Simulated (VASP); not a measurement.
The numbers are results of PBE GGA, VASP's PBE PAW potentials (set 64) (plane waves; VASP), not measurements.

A VASP calculation is set up with these files.

POSCAR:
```
Hg3ZnS4
5.8571180
  1.0000000092   0.0000000000   0.0000000000
  0.0000000000   1.0000000092   0.0000000000
  0.0000000000   0.0000000000   1.0000000092
Zn S Hg
1 4 3
direct
  0.0000000000   0.0000000000   0.0000000000
  0.2345548068   0.2345548068   0.2345548068
  0.7654451932   0.7654451932   0.2345548068
  0.7654451932   0.2345548068   0.7654451932
  0.2345548068   0.7654451932   0.7654451932
  0.5000000000   0.5000000000   0.0000000000
  0.5000000000   1.0000000000   0.5000000000
  1.0000000000   0.5000000000   0.5000000000
```

### INCAR
```
SYSTEM = Hg3ZnS4
PREC = Accurate
ENCUT = 400
EDIFF = 1E-6
NELM = 100
ALGO = Normal
LREAL = .FALSE.
LASPH = .TRUE.
ISMEAR = 0
SIGMA = 0.05
GGA = PE
LMAXMIX = 6
LWAVE = .FALSE.
LCHARG = .TRUE.
```

### KPOINTS
```
Regular mesh
0
Gamma
4 4 4
```

POTCAR, in this order: Zn S Hg (PBE.64 set). Program: vasp_std.

Unless said otherwise, spin-orbit coupling is left out, though it shifts the bands of the heavy elements here.

Estimate the energy per atom (σ→0), band gap (on the k-mesh).

```
Property                                                     Value
------------------------  ----------------------------------------
energy per atom (σ→0)                               -2550 meV/atom
band gap (on the k-mesh)  none (metal, semimetal or under 0.01 eV)
```

OSZICAR:
```
...
DAV:   9    -0.204020183730E+02    0.91166E-02   -0.59116E-02  1106   0.315E+00    0.287E-01
DAV:  10    -0.204028795418E+02   -0.86117E-03   -0.98691E-03   947   0.752E-01    0.197E-01
DAV:  11    -0.204027493408E+02    0.13020E-03   -0.90662E-04   967   0.246E-01    0.139E-01
DAV:  12    -0.204028266651E+02   -0.77324E-04   -0.45398E-04  1131   0.186E-01    0.827E-02
DAV:  13    -0.204028264874E+02    0.17776E-06   -0.12012E-04  1029   0.137E-01    0.307E-02
DAV:  14    -0.204028285635E+02   -0.20761E-05   -0.14022E-05   940   0.212E-02    0.241E-02
DAV:  15    -0.204028279302E+02    0.63335E-06   -0.34969E-06   687   0.173E-02
   1 F= -.20402828E+02 E0= -.20402131E+02  d E =-.139402E-02
```

The structure was generated: Hg3ZnS4 was put into an ordered model structure (P-43m), which need not be its known phase. It was relaxed first, which changed the volume by +6 %.
